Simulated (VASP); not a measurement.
VASP ran on this input.

**INCAR**
```
EDIFFG=-0.02   ! ionic stop
ISMEAR=1   ! Methfessel-Paxton
PREC=Accurate
NSW=40   ! most ionic steps
PSTRESS=200
SIGMA=0.1   ! width (eV)
NELM=100
LCHARG=.FALSE.
LREAL=.FALSE.   ! projection in real space or not
IBRION=2   ! conjugate gradients
EDIFF=1E-6
ISIF=3
SYSTEM=HfN
LMAXMIX=6   ! l cut-off of mixed one-centre charges
ALGO=Normal
ENCUT=620
LASPH=.TRUE.
LWAVE=.FALSE.
```

File POSCAR:
```
HfN
1
    0.0000000000     2.1887624981     2.1887624981
    2.1887624981    -0.0000000000     2.1887624981
    2.1887624981     2.1887624981     0.0000000000
Hf N
1 1
Direct
  1.0000000000   1.0000000000   1.0000000000
  0.5000000000   0.5000000000   0.5000000000
```

### KPOINTS
```
Automatic mesh
0
Gamma
14 14 14
0 0 0
```

POTCAR, in this order: Hf_pv N (LDA.64 set). Program: vasp_std.

**Question.** Translate this LDA calculation to Ansatz.

**Answer.** One equivalent input (not run):
Ansatz 0.2 input:
```yaml
crystal:
  lattice:
    - [0.0000000, 2.1887625, 2.1887625]
    - [2.1887625, 0.0000000, 2.1887625]
    - [2.1887625, 2.1887625, 0.0000000]
  atoms:
    - { symbol: Hf, position: [1.0000000, 1.0000000, 1.0000000] }
    - { symbol: N, position: [0.5000000, 0.5000000, 0.5000000] }
kpoints:
  mp_grid: { grid: [14, 14, 14] }
hamiltonian:
  xc: lda
  pseudopotentials: { kind: paw }
scf:
  occupations: { method: methfessel_paxton, width: 0.1 }
  max_iter: 100
relax:
  max_steps: 40
  f_tol: 0.02
  cell: { p_target: 20 }
output: { forces: true, stress: true, eigenvalues: true }
```
What does not carry over: each code has its own PAW files, so the cut-off isn't converted (ENCUT is set for VASP's; basis.ecutwfc is left out, and Ansatz then takes the one that its files recommend); Ansatz stops its SCF on the density residual and VASP on the energy change (EDIFF); Ansatz's lda is the Perdew-Wang form, while the LDA potentials of VASP carry Perdew-Zunger's.

The compound is HfN in the rock salt structure. It was relaxed first under an external pressure of 20 GPa.
